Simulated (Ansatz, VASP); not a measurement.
# Si3As2: VASP beside Ansatz

INCAR

```
SYSTEM = Si3As2
ALGO = Normal
EDIFF = 1E-6
EDIFFG = -0.04
ENCUT = 600
GGA = PE
IBRION = 2
ISIF = 3
ISMEAR = 0
LASPH = .TRUE.
LCHARG = .FALSE.
LREAL = .FALSE.
LWAVE = .FALSE.
NELM = 60
NSW = 90
PREC = Accurate
SIGMA = 0.1
```

The input KPOINTS:

```
k-points
0
G
  4 4 4
  0 0 0
```

Contents of POSCAR:

```
Si3As2
1.0
    4.5414066500      0.0000000000      0.0000000000
    0.0000000000      4.5414066500      0.0000000000
    0.0000000000      0.0000000000      4.5414066500
Si As
3 2
Direct
    0.5000000000      0.0000000000      0.0000000000
    0.0000000000      0.5000000000      0.0000000000
    0.0000000000      0.0000000000      0.5000000000
    0.5000000000      0.5000000000      0.5000000000
    0.0000000000      0.0000000000      0.0000000000
```

Input for Ansatz:

```yaml
crystal:
  lattice:
    - [4.54140665, 0.0, 0.0]
    - [0.0, 4.54140665, 0.0]
    - [0.0, 0.0, 4.54140665]
  atoms:
    - { symbol: Si, position: [0.5, 0.0, 0.0] }
    - { symbol: Si, position: [0.0, 0.5, 0.0] }
    - { symbol: Si, position: [0.0, 0.0, 0.5] }
    - { symbol: As, position: [0.5, 0.5, 0.5] }
    - { symbol: As, position: [0.0, 0.0, 0.0] }
basis:
  ecutwfc: 420
kpoints:
  mp_grid: { grid: [4, 4, 4] }
hamiltonian:
  xc: pbe
scf:
  occupations: { method: gaussian, width: 0.1 }
  lower_state_search: "off"
output:
  forces: true
  stress: true
  eigenvalues: true
relax:
  adjacent_minimum: "off"
  f_tol: 0.04
  max_steps: 70
  cell: { stress_tol: 0.4 }
```

Change from the starting cell: species swapped into the Tl2F3 type (Pm-3m, No. 221).

Alike in both runs: task relaxation of cell and atoms; functional PBE; k mesh 4 × 4 × 4; occupations gaussian, width 0.1 eV; no spin polarisation.

```csv
,VASP,Ansatz
version,VASP 6.6.1,Ansatz 0.2.0
potentials or method,"VASP PAW PBE potentials, release 64 (Si, As)","scalar-relativistic, plane waves, PAW"
plane-wave cutoff (eV),600,420
valence electrons in the cell,22,42
```

|  | VASP | Ansatz | Ansatz less VASP |
| --- | --- | --- | --- |
| gap on the k mesh at the Fermi level, each at its own relaxed structure (eV) | none | none | - |
| relaxed volume (Å³/atom) | 21.35 | 21.34 | -0.017 |
| relaxed cell length with the largest relative difference (Å) | 4.744 | 4.743 | -0.0012 |
| energy change over the relaxation (meV/atom) | -76 | -71 | +4.7 |

A gap of «none» marks a metal or a gap that the smearing closes. The two sets of potentials don't hold the same shells in valence.
